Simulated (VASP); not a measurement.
Data:

```xyz
2
Lattice="0.0000 2.7342 2.7342 2.7342 0.0000 2.7342 2.7342 2.7342 0.0000" Properties=species:S:1:pos:R:3 pbc="T T T"
Si     0.0000     0.0000     0.0000
Si     1.3671     1.3671     1.3671
```

Level of theory: PBE GGA, VASP's PBE PAW potentials (set 64) (plane waves; VASP). Settings: 500 eV cut-off, 8×8×8 Γ-centred mesh, Gaussian smearing of 0.050 eV, potentials Si.

### Question
What does the run give for the energy per atom (σ→0)?

### Answer

```json
{
  "energy per atom (σ→0)": "-5.423 eV/atom"
}
```

Total energies compare only between runs with the same potentials, cut-off and functional.

The compound is Si in the diamond structure. It was relaxed first.
